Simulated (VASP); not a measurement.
All values below come from PBE GGA, VASP's PBE PAW potentials (set 64) (plane waves; VASP 6.6.1).

Input for VASP

INCAR:
```
SYSTEM = NiO
PREC = Accurate; ENCUT = 520; LREAL = .FALSE.
LASPH = .TRUE.
EDIFF = 1E-6; NELM = 100; ALGO = Normal
LMAXMIX = 4
ISMEAR = -1; SIGMA = 0.5
GGA = PE
MAGMOM = 2.0 -2.0 2*0.0
ISPIN = 2
ISIF = 2
LWAVE = .FALSE.; LCHARG = .FALSE.; LORBIT = 10
```

File POSCAR:
```
NiO
8.360
  0.5000000000   0.2500000000   0.2500000000
  0.2500000000   0.5000000000   0.2500000000
  0.2500000000   0.2500000000   0.5000000000
Ni O
2 2
Cartesian
  0.0000000000   0.0000000000   0.0000000000
  0.5000000000   0.5000000000   0.5000000000
  0.2500000000   0.2500000000   0.2500000000
  0.7500000000   0.7500000000   0.7500000000
```

KPOINTS:
```
Automatic mesh
0
Gamma
8 8 8
0 0 0
```

POTCAR, in this order: Ni O (PBE.64 set). Program: vasp_std.

Output

**OSZICAR**
```
       N       E                     dE             d eps       ncg     rms          rms(c)
DAV:   1     0.257190757458E+03    0.25719E+03   -0.15902E+04  5272   0.211E+03
DAV:   2     0.138670320142E+01   -0.25580E+03   -0.23915E+03  5404   0.409E+02
DAV:   3    -0.287591096257E+02   -0.30146E+02   -0.28986E+02  5884   0.160E+02
DAV:   4    -0.297312871235E+02   -0.97218E+00   -0.96646E+00  5868   0.306E+01
DAV:   5    -0.297583738797E+02   -0.27087E-01   -0.27074E-01  6176   0.476E+00    0.207E+01
DAV:   6    -0.274537540994E+02    0.23046E+01   -0.51581E+01  7856   0.116E+02    0.251E+01
DAV:   7    -0.243675486124E+02    0.30862E+01   -0.15470E+01  6816   0.101E+02    0.860E+00
DAV:   8    -0.245480134031E+02   -0.18046E+00   -0.28752E+00  6320   0.170E+01    0.485E+00
DAV:   9    -0.245415969712E+02    0.64164E-02   -0.17809E-01  8236   0.604E+00    0.137E+00
DAV:  10    -0.245309151351E+02    0.10682E-01   -0.42269E-02  6504   0.430E+00    0.508E-01
DAV:  11    -0.245309883895E+02   -0.73254E-04   -0.11939E-02  8032   0.147E+00    0.255E-01
DAV:  12    -0.245321703303E+02   -0.11819E-02   -0.22846E-03  8088   0.992E-01    0.266E-01
DAV:  13    -0.245326451564E+02   -0.47483E-03   -0.18928E-03  7000   0.113E+00    0.158E-01
DAV:  14    -0.245329682908E+02   -0.32313E-03   -0.17450E-03  8272   0.916E-01    0.123E-01
DAV:  15    -0.245331574199E+02   -0.18913E-03   -0.43173E-04  8144   0.408E-01    0.105E-01
DAV:  16    -0.245334510139E+02   -0.29359E-03   -0.42139E-03  7180   0.169E+00    0.309E-02
DAV:  17    -0.245335310806E+02   -0.80067E-04   -0.36426E-04  6736   0.189E-01    0.291E-02
DAV:  18    -0.245335612384E+02   -0.30158E-04   -0.33035E-04  7084   0.463E-01    0.111E-02
DAV:  19    -0.245335711374E+02   -0.98990E-05   -0.53836E-05  7872   0.120E-01    0.956E-03
DAV:  20    -0.245335741449E+02   -0.30075E-05   -0.18648E-04  6884   0.353E-01    0.469E-03
DAV:  21    -0.245335777360E+02   -0.35911E-05   -0.16244E-05  7592   0.729E-02    0.163E-03
DAV:  22    -0.245335777536E+02   -0.17577E-07   -0.33246E-07  2660   0.764E-03
   1 F= -.24533578E+02 E0= -.22913241E+02  d E =-.324067E+01  mag=     0.0000
```

**OUTCAR**
```
------------------------ aborting loop because EDIFF is reached ----------------------------------------
  FORCE on cell =-STRESS in cart. coord.  units (eV):
  Direction    XX          YY          ZZ          XY          YZ          ZX
  --------------------------------------------------------------------------------------
  Total        1.4941970      1.4941970      1.4941970      0.0021367      0.0021367      0.0021367
  in kB       65.5570784     65.5570784     65.5570784      0.0937464      0.0937464      0.0937464
  external PRESSURE =      65.5570784 kB  Pullay stress =       0.0000000 kB
  volume of cell :       36.52
      direct lattice vectors                 reciprocal lattice vectors
     4.180000000  2.090000000  2.090000000     0.358851675 -0.119617225 -0.119617225
     2.090000000  4.180000000  2.090000000    -0.119617225  0.358851675 -0.119617225
     2.090000000  2.090000000  4.180000000    -0.119617225 -0.119617225  0.358851675
 POSITION                                       TOTAL-FORCE (eV/Angst)
 -----------------------------------------------------------------------------------
      0.00000      0.00000      0.00000        -0.000000      0.000000     -0.000000
      4.18000      4.18000      4.18000        -0.000000      0.000000      0.000000
      2.09000      2.09000      2.09000         0.000000      0.000000      0.000000
      6.27000      6.27000      6.27000         0.000000     -0.000000     -0.000000
 -----------------------------------------------------------------------------------
    total drift:                                0.000000     -0.000000     -0.000000
  FREE ENERGIE OF THE ION-ELECTRON SYSTEM (eV)
  ---------------------------------------------------
  free  energy   TOTEN  =       -24.5335777536 eV

  energy  without entropy=      -21.2929049901  energy(sigma->0) =      -22.91324137

 total charge

# of ion       s       p       d       tot
------------------------------------------
    1        0.330   0.397   8.287   9.015
    2        0.330   0.397   8.287   9.015
    3        1.572   3.385   0.000   4.956
    4        1.572   3.385   0.000   4.956
--------------------------------------------------
tot          3.803   7.565  16.574  27.942

 magnetization (x)

# of ion       s       p       d       tot
------------------------------------------
    1       -0.001  -0.003   0.441   0.437
    2        0.001   0.003  -0.441  -0.437
    3        0.000   0.000   0.000   0.000
    4        0.000   0.000   0.000   0.000
--------------------------------------------------
tot          0.000   0.000   0.000   0.000
```
(Selected blocks of OUTCAR.)

The compound is NiO in the rock salt, AFM-II order structure. The cell was not relaxed at this level. The k-mesh is coarse (spacing up to 0.31 per Å, 2π included), so the numbers may not be converged in it. The run is one of a series of settings (ISMEAR = -1, SIGMA = 0.5 against the base run), some of them coarse on purpose.
